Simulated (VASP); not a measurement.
Here is the system:

```
CELL_PARAMETERS angstrom
      5.62527     0.00000     0.00000
     -2.81264     4.87163     0.00000
      0.00000     0.00000     4.53192
ATOMIC_POSITIONS crystal
  Ti 0.82990 0.65980 0.25000
  Ti 0.17010 0.34020 0.75000
  Ti 0.17010 0.82990 0.75000
  Ti 0.82990 0.17010 0.25000
  Ti 0.34020 0.17010 0.25000
  Ti 0.65980 0.82990 0.75000
  Al 0.33333 0.66667 0.25000
  Al 0.66667 0.33333 0.75000
```

Method: PBE GGA, VASP's PBE PAW potentials (set 64) (plane waves; VASP). Run with 300 eV cut-off, 5×5×5 Γ-centred mesh, Fermi-Dirac smearing of 0.10 eV, potentials Ti_sv Al.

At this cut-off the stress carries a Pulay error, which pulls relaxed volumes low.

### Question
Give the stress tensor in GPa (positive for a compressed cell).

### Answer

```
 9.05   0.00   0.00
 0.00   9.05   0.00
 0.00   0.00  10.33
```
The pressure is its mean diagonal, 9.48 GPa.

The structure comes from a computed database's Ti3Al entry; how it stands against other phases isn't given here. The cell was not relaxed at this level.
